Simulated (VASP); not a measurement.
## Ge: band structure with PBE

**The experiment to reproduce.**

From “Electronic and optical properties of SixGe1-x-ySny alloys lattice-matched to Ge”, 2021, arxiv:2109.02782, for a bulk crystal of Ge at 300 K: band gap 0.807 eV (direct).

Crystal: Ge.

```xyz
2
Lattice="0.0000 2.8370 2.8370 2.8370 0.0000 2.8370 2.8370 2.8370 0.0000" Properties=species:S:1:pos:R:3 pbc="T T T"
Ge    0.0000    0.0000    0.0000
Ge    1.4185    1.4185    1.4185
```

```json
{
 "Program": "VASP 6.6.1",
 "Task": "band structure",
 "Functional": "PBE",
 "Potentials or basis": "VASP PAW PBE potentials, release 64 (Ge_d)",
 "Cutoff": "520 eV",
 "k mesh": "10 × 10 × 10",
 "Occupations": "gaussian, width 0.03 eV",
 "Spin": "no spin polarisation",
 "Further INCAR settings": "ALGO = Normal; EDIFF = 1e-06"
}
```

| Quantity | Value |
| --- | --- |
| Pressure | 2.9 GPa |
| Band gap along the path | none (metal or under the smearing width) |

Levels at the corners of the path, in eV from the Fermi level:
| point | band 12 | band 13 | band 14 | band 15 | band 16 | band 17 |
| --- | --- | --- | --- | --- | --- | --- |
| Γ | -0.05 | -0.01 | -0.01 | -0.01 | 2.54 | 2.54 |
| X | -8.86 | -3.05 | -3.05 | 0.76 | 0.76 | 9.44 |
| X | -8.86 | -3.05 | -3.05 | 0.76 | 0.76 | 9.44 |
| W | -8.77 | -3.87 | -3.87 | 4.28 | 4.28 | 4.71 |
| W | -8.77 | -3.87 | -3.87 | 4.28 | 4.28 | 4.71 |
| K | -8.28 | -4.30 | -2.62 | 1.16 | 4.06 | 7.16 |
| K | -8.28 | -4.30 | -2.62 | 1.16 | 4.06 | 7.16 |
| Γ | -0.05 | -0.01 | -0.01 | -0.01 | 2.54 | 2.54 |
| Γ | -0.05 | -0.01 | -0.01 | -0.01 | 2.54 | 2.54 |
| L | -7.57 | -1.40 | -1.40 | 0.15 | 3.74 | 3.74 |
| L | -7.57 | -1.40 | -1.40 | 0.15 | 3.74 | 3.74 |
| U | -8.28 | -4.30 | -2.62 | 1.16 | 4.06 | 7.16 |
| U | -8.28 | -4.30 | -2.62 | 1.16 | 4.06 | 7.16 |
| W | -8.77 | -3.87 | -3.87 | 4.28 | 4.28 | 4.71 |
| W | -8.77 | -3.87 | -3.87 | 4.28 | 4.28 | 4.71 |
| L | -7.57 | -1.40 | -1.40 | 0.15 | 3.74 | 3.74 |
| L | -7.57 | -1.40 | -1.40 | 0.15 | 3.74 | 3.74 |
| K | -8.28 | -4.30 | -2.62 | 1.16 | 4.06 | 7.16 |
| U | -8.28 | -4.30 | -2.62 | 1.16 | 4.06 | 7.16 |
| X | -8.86 | -3.05 | -3.05 | 0.76 | 0.76 | 9.44 |

Wall time 66 s on 1 thread of Intel(R) Xeon(R) 6975P-C (Granite Rapids), on a shared host, peak memory 0.2 GiB.

A measured gap of Ge is 0.807 eV (direct; 300 K; “Electronic and optical properties of SixGe1-x-ySny alloys lattice-matched to Ge”, 2021, arxiv:2109.02782); the calculated 0.00 eV misses it by -0.81 eV. 3 values of this kind are on record (0.666 to 0.807 eV); this one was drawn at random among those near their median. Spin-orbit coupling on Ge is left out. The value is that of PBE, without temperature or zero-point motion. Semilocal functionals fall short of measured gaps as a rule.

Caveat: this crystal is a semiconductor, whose small gap the functional closes, so the metal is an error of the method.
